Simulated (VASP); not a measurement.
Consider the following.

```
Ru
1.0
    1.33944    -2.31997     0.00000
    1.33944     2.31997     0.00000
    0.00000     0.00000     4.22450
Ru
2
Cartesian
  1.33944   0.77333   1.05612
  1.33944  -0.77333   3.16837
```

Level of theory: LDA (Ceperley-Alder, Perdew-Zunger), VASP's LDA PAW potentials (set 64) (plane waves; VASP). Numerical set-up: 520 eV cut-off, 14×14×8 Γ-centred mesh, first-order Methfessel-Paxton smearing of 0.10 eV, potentials Ru_pv.

Task: What does the run give for the energy per atom (σ→0), band gap (on the k-mesh) with the smallest direct gap where there is one?

Result: 
```yaml
band gap (on the k-mesh): none (metal, semimetal or under 0.01 eV)
energy per atom (σ→0): -10.692 eV/atom
```

Only differences to runs with the same potentials and settings are physical.

The compound is Ru in the hcp structure. It was relaxed first. The start is the result of an earlier pass.
